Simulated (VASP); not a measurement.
VASP input:

### POSCAR
```
MgSe
1
   -0.0000000000     2.7520317876     2.7520317876
    2.7520317876     0.0000000000     2.7520317876
    2.7520317876     2.7520317876    -0.0000000000
Mg Se
1 1
Direct
  0.0000000000   0.0000000000   0.0000000000
  0.5000000000   0.5000000000   0.5000000000
```

**INCAR**
```
! general
SYSTEM  = MgSe
PREC    = Accurate
ENCUT   = 480   ! plane-wave cut-off (eV)
LREAL   = .False.
LASPH   = .True.   ! aspherical one-centre terms

! electronic loop
EDIFF   = 1E-6
NELM    = 100   ! most electronic steps
ALGO    = Normal
LMAXMIX = 4

! smearing
ISMEAR  = 0   ! Gaussian
SIGMA   = 0.05   ! width (eV)

! functional
GGA     = PE   ! PBE

! ions
IBRION  = 2   ! conjugate gradients
NSW     = 60   ! most ionic steps
ISIF    = 3   ! ions, shape and volume
EDIFFG  = -0.01   ! ionic stop

! output
LWAVE   = .False.
LCHARG  = .False.
```

KPOINTS:
```
Regular mesh
0
Gamma
8 8 8
```

POTCAR, in this order: Mg Se (PBE.64 set). Program: vasp_std.

Q: Write an equivalent input for Ansatz.

A: One equivalent input (not run):
Ansatz 0.2 input:
```yaml
crystal:
  lattice:
    - [0.0000000, 2.7520318, 2.7520318]
    - [2.7520318, 0.0000000, 2.7520318]
    - [2.7520318, 2.7520318, 0.0000000]
  atoms:
    - { symbol: Mg, position: [0.0000000, 0.0000000, 0.0000000] }
    - { symbol: Se, position: [0.5000000, 0.5000000, 0.5000000] }
kpoints:
  mp_grid: { grid: [8, 8, 8] }
hamiltonian:
  xc: pbe
  pseudopotentials: { kind: paw }
scf:
  occupations: { method: gaussian, width: 0.05 }
  max_iter: 100
relax:
  max_steps: 60
  f_tol: 0.01
  cell: {}
output: { forces: true, stress: true, eigenvalues: true }
```
Limits of the translation: each code has its own PAW files, so the cut-off isn't converted (ENCUT is set for VASP's; basis.ecutwfc is left out, and Ansatz then takes the one that its files recommend); Ansatz stops its SCF on the density residual and VASP on the energy change (EDIFF).

The compound is MgSe in the rock salt structure. It was relaxed first. The start is the result of an earlier pass.
